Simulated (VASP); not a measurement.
# SiB2 (R3m) in VASP: single point with r2SCAN

Aim: the single point of SiB2 with r2SCAN.

Everything below comes from runs of VASP 6.6.1. Logs are shortened: lines on timing, memory, paths and dates and some standing lists are left out, and cuts for length are marked.

### Step 1. Starting point

Symmetry: R3m, No. 160, trigonal system. Conventional cell: a = 6.386 Å, b = 6.386 Å, c = 13.615 Å, α = 90.00°, β = 90.00°, γ = 120.00°. Si (site symmetry 3m) is surrounded by 3 B at 2.07 Å. Around Si (site symmetry 3m) lie 4 B at 1.98 to 2.07 Å. Around Si (site symmetry m) lie 4 B at 2.05 to 2.20 Å. B (site symmetry m) is surrounded by 4 B at 1.71 to 1.85 Å. B (site symmetry m) has 3 B at 1.76 to 1.85 Å and 1 Si at 1.98 Å as nearest neighbours. B (site symmetry 3m) is surrounded by 4 Si at 2.07 to 2.10 Å. B (site symmetry m) has 5 B at 1.68 to 1.76 Å as nearest neighbours.

The cell was built by a generator and needn't be a form met in nature.

### Step 2. Single point, r2SCAN

INCAR reads:

```
ALGO = Normal ; EDIFF = 1E-6
ENCUT = 520 ; ISIF = 2
ISMEAR = 0 ; KPAR = 2
LASPH = True ; LCHARG = False
LMIXTAU = True ; LREAL = False
LWAVE = False ; METAGGA = R2SCAN
NELM = 150 ; PREC = Accurate
SIGMA = 0.1
```

KPOINTS reads:

```
k-points
0
Gamma
  6 6 6
```

POSCAR reads:

```
SiB2
1.0
    3.1929500000      1.8434500000      4.5384400000
   -3.1929500000      1.8434500000      4.5384400000
    0.0000000000     -3.6869010000      4.5384400000
Si B
5 10
Direct
    0.7325760000      0.7325760000      0.7325760000
    0.3414220000      0.3414220000      0.3414220000
    0.7237610000      0.1862260000      0.7237610000
    0.7237610000      0.7237610000      0.1862260000
    0.1862260000      0.7237610000      0.7237610000
    0.8758880000      0.3328910000      0.8758880000
    0.3328910000      0.8758880000      0.8758880000
    0.8758880000      0.8758880000      0.3328910000
    0.1366360000      0.6610290000      0.1366360000
    0.1366360000      0.1366360000      0.6610290000
    0.6610290000      0.1366360000      0.1366360000
    0.4935340000      0.4935340000      0.4935340000
    0.1810760000      0.1810760000      0.9186250000
    0.9186250000      0.1810760000      0.1810760000
    0.1810760000      0.9186250000      0.1810760000
```

Potentials or basis: VASP PAW PBE potentials, release 64 (Si, B).

On the command line:

```bash
cat potpaw_PBE.64/Si/POTCAR potpaw_PBE.64/B/POTCAR > POTCAR
mpirun -np 2 vasp_std > vasp.out
```

OUTCAR:

```text
EDIFF = 1E-6
   ENCUT = 520
   ISIF = 2
   ISMEAR = 0
   LASPH = True
   LREAL = False
   METAGGA = R2SCAN
   NELM = 150
   PREC = Accurate

 ion  position               nearest neighbor table
   1  0.733  0.733  0.733-   8 2.07   7 2.07   6 2.07   5 2.61   3 2.61   4 2.61
   2  0.341  0.341  0.341-  10 1.98   9 1.98  11 1.98  12 2.07
   3  0.724  0.186  0.724-   6 2.05  12 2.10  10 2.20  11 2.20   1 2.61   4 2.95   5 2.95
   4  0.724  0.724  0.186-   8 2.05  12 2.10  11 2.20   9 2.20   1 2.61   3 2.95   5 2.95
   5  0.186  0.724  0.724-   7 2.05  12 2.10  10 2.20   9 2.20   1 2.61   4 2.95   3 2.95
   6  0.876  0.333  0.876-  14 1.71  13 1.71  11 1.85  10 1.85   3 2.05   1 2.07
   7  0.333  0.876  0.876-  15 1.71  13 1.71   9 1.85  10 1.85   5 2.05   1 2.07
   8  0.876  0.876  0.333-  14 1.71  15 1.71   9 1.85  11 1.85   4 2.05   1 2.07
   9  0.137  0.661  0.137-  15 1.76   7 1.85   8 1.85   2 1.98   5 2.20   4 2.20
  10  0.137  0.137  0.661-  13 1.76   7 1.85   6 1.85   2 1.98   5 2.20   3 2.20
  11  0.661  0.137  0.137-  14 1.76   6 1.85   8 1.85   2 1.98   3 2.20   4 2.20
  12  0.494  0.494  0.494-   2 2.07   4 2.10   3 2.10   5 2.10
  13  0.181  0.181  0.919-  14 1.68  15 1.68   6 1.71   7 1.71  10 1.76
  14  0.919  0.181  0.181-  13 1.68  15 1.68   8 1.71   6 1.71  11 1.76
  15  0.181  0.919  0.181-  13 1.68  14 1.68   8 1.71   7 1.71   9 1.76

  LATTYP: Found a trigonal (rhomboedric) cell.
 ALAT       =     5.8472793023
 COS(alpha) =     0.4036426814

  Lattice vectors:

 A1 = (   3.1929500000,   1.8434500000,   4.5384400000)
 A2 = (  -3.1929500000,   1.8434500000,   4.5384400000)
 A3 = (   0.0000000000,  -3.6869010000,   4.5384400000)

Analysis of symmetry for initial positions (statically):
=====================================================================
 Subroutine PRICEL returns:
 Original cell was already a primitive cell.

 Routine SETGRP: Setting up the symmetry group for a
 trigonal (rhombohedral) supercell.

 Subroutine GETGRP returns: Found  6 space group operations
 (whereof  6 operations were pure point group operations)
 out of a pool of 12 trial point group operations.

The static configuration has the point symmetry C_3v.

Analysis of symmetry for dynamics (positions and initial velocities):
=====================================================================
 Subroutine PRICEL returns:
 Original cell was already a primitive cell.

 Routine SETGRP: Setting up the symmetry group for a
 trigonal (rhombohedral) supercell.

 Subroutine GETGRP returns: Found  6 space group operations
 (whereof  6 operations were pure point group operations)
 out of a pool of 12 trial point group operations.

The dynamic configuration has the point symmetry C_3v.

 Subroutine INISYM returns: Found  6 space group operations
 (whereof  6 operations are pure point group operations),
 and found     1 'primitive' translations

----------------------------------------------------------------------------------------

                                     Primitive cell

  volume of cell :     160.2808

  direct lattice vectors                    reciprocal lattice vectors
     3.192950000  1.843450000  4.538440000     0.156594998  0.090410175  0.073446683
    -3.192950000  1.843450000  4.538440000    -0.156594998  0.090410175  0.073446683
     0.000000000 -3.686901000  4.538440000     0.000000000 -0.180820349  0.073446663

  length of vectors
     5.847279302  5.847279302  5.847279420     0.195167642  0.195167642  0.195167649

  position of ions in fractional coordinates (direct lattice)
     0.732576000  0.732576000  0.732576000
     0.341422000  0.341422000  0.341422000
     0.723761000  0.186226000  0.723761000
     0.723761000  0.723761000  0.186226000
     0.186226000  0.723761000  0.723761000
     0.875888000  0.332891000  0.875888000
     0.332891000  0.875888000  0.875888000
     0.875888000  0.875888000  0.332891000
     0.136636000  0.661029000  0.136636000
     0.136636000  0.136636000  0.661029000
     0.661029000  0.136636000  0.136636000
     0.493534000  0.493534000  0.493534000
     0.181076000  0.181076000  0.918625000
     0.918625000  0.181076000  0.181076000
     0.181076000  0.918625000  0.181076000

  ion indices of the primitive-cell ions
   primitive index   ion index
                 1           1
                 2           2
                 3           3
                 4           4
                 5           5
                 6           6
                 7           7
                 8           8
                 9           9
                10          10
                11          11
                12          12
                13          13
                14          14
                15          15

----------------------------------------------------------------------------------------

 KPOINTS: k-points

Automatic generation of k-mesh.
 Grid dimensions read from file:
 generate k-points for:    6    6    6

 Generating k-lattice:

  Cartesian coordinates                     Fractional coordinates (reciprocal lattice)
     0.026099166  0.015068362  0.012241114     0.166666667 -0.000000000 -0.000000000
    -0.026099166  0.015068362  0.012241114    -0.000000000  0.166666667 -0.000000000
     0.000000000 -0.030136725  0.012241110     0.000000000  0.000000000  0.166666667

  Length of vectors
     0.032527940  0.032527940  0.032527941

  Shift w.r.t. Gamma in fractional coordinates (k-lattice)
     0.000000000  0.000000000  0.000000000

 Subroutine IBZKPT returns following result:
 ===========================================

 Found     32 irreducible k-points:

 Following reciprocal coordinates:
            Coordinates               Weight
  0.000000  0.000000  0.000000      1.000000
  0.166667 -0.000000  0.000000      6.000000
  0.333333  0.000000  0.000000      6.000000
  0.500000 -0.000000  0.000000      3.000000
  0.166667  0.166667  0.000000      6.000000
  0.333333  0.166667  0.000000     12.000000
[... 16 lines left out ...]
  0.500000  0.500000  0.166667      6.000000
 -0.333333  0.500000  0.166667     12.000000
 [... further k-points ...]
   k-points           NKPTS =     32   k-points in BZ     NKDIM =     32   number of bands    NBANDS=     33
   number of dos      NEDOS =    301   number of ions     NIONS =     15
   total plane-waves  NPLWV = 110592
   dimension x,y,z NGX =    48 NGY =   48 NGZ =   48
   dimension x,y,z NGXF=    96 NGYF=   96 NGZF=   96
   ions per type =               5  10
   NGX,Y,Z   is equivalent  to a cutoff of  13.65, 13.65, 13.65 a.u.
   NGXF,Y,Z  is equivalent  to a cutoff of  27.29, 27.29, 27.29 a.u.
 SYSTEM =  unknown system
   PREC   = accura    normal or accurate (medium, high low for compatibility)
   ISTART =      0    job   : 0-new  1-cont  2-samecut
   ICHARG =      2    charge: 1-file 2-atom 10-const
   ISPIN  =      1    spin polarized calculation?
   LNONCOLLINEAR =      F non collinear calculations
   LSORBIT =      F    spin-orbit coupling
   LASPH  =      T    aspherical Exc in radial PAW
   ENCUT  =  520.0 eV  38.22 Ry    6.18 a.u.  10.87 10.87 10.87*2*pi/ulx,y,z
   NELM   =    150;   NELMIN=  2; NELMDL= -5     # of ELM steps
   EDIFF  = 0.1E-05   stopping-criterion for ELM
   LREAL  =      F    real-space projection
   EDIFFG = 0.1E-04   stopping-criterion for IOM
   NSW    =      0    number of steps for IOM
   IBRION =     -1    ionic relax: 0-MD 1-quasi-New 2-CG
   NFREE  =      0    steps in history (QN), initial steepest desc. (CG)
   ISIF   =      2    stress and relaxation
   ISYM   =      2    0-nonsym 1-usesym 2-fastsym
   POTIM  = 0.5000    time-step for ionic-motion
   TEBEG  =    0.0;   TEEND  =   0.0 temperature during run
   PSTRESS=    0.0 pullay stress
   NELECT =      50.0000    total number of electrons
   NUPDOWN=      -1.0000    fix difference up-down
   EMIN   =  10.00;   EMAX   =-10.00  energy-range for DOS
   EFERMI =   0.00;   METHOD = LEGACY
   ISMEAR =     0;   SIGMA  =   0.10  broadening in eV -4-tet -1-fermi 0-gaus
   EFERMI_NEDOS =   21; number of points for ismear=-14 and -15
   IALGO  =     38    algorithm
   IMIX   =      4    mixing-type and parameters
     AMIX     =   0.40;   BMIX     =  1.00
     AMIX_MAG =   1.60;   BMIX_MAG =  1.00
  volume/ion in A,a.u.               =      10.69        72.11
  Fermi-wavevector in a.u.,A,eV,Ry     =   1.110293  2.098150 16.772597  1.232751
  Thomas-Fermi vector in A             =   2.246843
   LORBIT       =      0    0 simple, 1 ext, 2 COOP (PROOUT), +10 PAW based schemes
   METAGGA = R2SCAN    functional components
   LHFCALC =     F    Hartree Fock is set to
   AEXX    =    0.0000 exact exchange contribution
   IVDW    =     0    specifies the selected vdW correction
   LEPSILON=     F    determine dielectric tensor
   LRPA    =     F    only Hartree local field effects (RPA)
 non-spin polarized calculation
 Gauss-broadening in eV      SIGMA  =   0.10
  energy-cutoff  :      520.00
  volume of cell :      160.28
 maximum number of plane-waves:      4354
 NGX is ok and might be reduce to    48
   NGX = 21   NGY = 21   NGZ = 21

 number of electron      50.0000000 magnetization

 Free energy of the ion-electron system (eV)
  ---------------------------------------------------
  ext. energy  EPLUGINS =         0.00000000
  ---------------------------------------------------
  free energy    TOTEN  =      -110.57157172 eV

  energy without entropy =     -110.55819840  energy(sigma->0) =     -110.56488506

 E-fermi :   6.7618     XC(G=0): -11.4643

 val. band max:        6.7508486059   @ k =   0.5000   0.5000   0.3333
 cond. band min:       6.8149590158   @ k =  -0.1667   0.1667   0.1667
 fundamental gap:      0.0641104099
 Fermi energy:         6.7618410767

 k-point     1 :       0.0000    0.0000    0.0000
  band No.  band energies     occupation
      1      -9.5470      2.00000
      2      -5.4252      2.00000
      3      -5.3446      2.00000
      4      -5.3446      2.00000
      5      -2.7772      2.00000
      6      -2.3703      2.00000
[... 853 lines left out ...]
     32      10.5892      0.00000
     33      10.9707      0.00000

 [... further k-points ...]
[... 5 lines left out ...]
  --------------------------------------------------------------------------------------
  -------------------------------------------------------------------------------------
  Total       -0.9045170     -0.9045168     -1.0967038      0.0000000      0.0000001      0.0000000
  in kB       -9.0416129     -9.0416108    -10.9627248      0.0000000      0.0000008      0.0000000
  external PRESSURE =      -9.6819828 kB  Pullay stress =       0.0000000 kB

 VOLUME and BASIS-vectors are now :
 -----------------------------------------------------------------------------
  energy-cutoff  :      520.00
  volume of cell :      160.28
      direct lattice vectors                 reciprocal lattice vectors
     3.192950000  1.843450000  4.538440000     0.156594998  0.090410175  0.073446683
    -3.192950000  1.843450000  4.538440000    -0.156594998  0.090410175  0.073446683
     0.000000000 -3.686901000  4.538440000     0.000000000 -0.180820349  0.073446663

 POSITION                                       TOTAL-FORCE (eV/Angst)
 -----------------------------------------------------------------------------------
      0.00000     -0.00000      9.97426         0.000000     -0.000000      0.179191
      0.00000     -0.00000      4.64857         0.000000     -0.000000      0.037982
      1.71632     -0.99092      7.41467         0.051086     -0.029495      0.179698
      0.00000      1.98184      7.41467         0.000000      0.058989      0.179698
     -1.71632     -0.99092      7.41467        -0.051086     -0.029495      0.179698
      1.73376     -1.00099      9.46114        -0.008354      0.004823     -0.049941
     -1.73376     -1.00099      9.46114         0.008354      0.004823     -0.049941
      0.00000      2.00198      9.46114         0.000000     -0.009647     -0.049941
     -1.67436      0.96669      4.24027         0.097309     -0.056181     -0.015554
      0.00000     -1.93339      4.24027         0.000000      0.112363     -0.015554
      1.67436      0.96669      4.24027        -0.097309     -0.056181     -0.015554
      0.00000     -0.00000      6.71962         0.000000      0.000000     -0.087615
      0.00000     -2.71927      5.81273         0.000000     -0.192537     -0.157389
      2.35496      1.35963      5.81273         0.166742      0.096268     -0.157389
     -2.35496      1.35963      5.81273        -0.166742      0.096268     -0.157389
 -----------------------------------------------------------------------------------
    total drift:                               -0.000000     -0.000008      0.000446

  FREE ENERGIE OF THE ION-ELECTRON SYSTEM (eV)
  ---------------------------------------------------
  free  energy   TOTEN  =      -110.5715717237 eV

  energy  without entropy=     -110.5581983998  energy(sigma->0) =     -110.56488506
```

It took 6.3 min on 2 MPI ranks of Intel Xeon Platinum 8375C at 2.90GHz (Ice Lake), shared host; peak memory 0.41 GiB.

What came out:

```yaml
Free_energy: -110.5716 eV
Pressure: -1.0 GPa
Largest_force: 0.249 eV/Å
Band_gap_on_the_k_mesh: none (metal or under the smearing width)
```

Forces on the atoms (eV/Å):
```
Si   0.000  0.000  0.179
Si   0.000  0.000  0.038
Si   0.051 -0.029  0.180
Si   0.000  0.059  0.180
Si  -0.051 -0.029  0.180
B   -0.008  0.005 -0.050
B    0.008  0.005 -0.050
B    0.000 -0.010 -0.050
B    0.097 -0.056 -0.016
B    0.000  0.112 -0.016
B   -0.097 -0.056 -0.016
B    0.000  0.000 -0.088
B    0.000 -0.193 -0.157
B    0.167  0.096 -0.157
B   -0.167  0.096 -0.157
```

Levels at points of the mesh, in eV from the Fermi level:
```tsv
k point	band 21	band 22	band 23	band 24	band 25	band 26	band 27	band 28	band 29	band 30
(0.00, 0.00, 0.00)	-2.12	-0.86	-0.45	-0.45	1.56	1.56	1.89	1.89	2.97	2.97
(0.50, 0.00, 0.00)	-2.43	-1.95	-1.59	-1.28	-0.51	-0.04	1.36	2.41	3.14	3.65
(0.50, 0.50, 0.00)	-2.77	-2.03	-1.27	-1.01	-0.63	0.12	1.28	1.49	2.02	3.59
(0.50, 0.50, 0.50)	-1.80	-1.47	-1.27	-1.27	0.23	0.23	0.35	0.92	0.92	1.99
```

Caveat: the PAW data sets were made with another functional, which shifts forces and pressure a little.
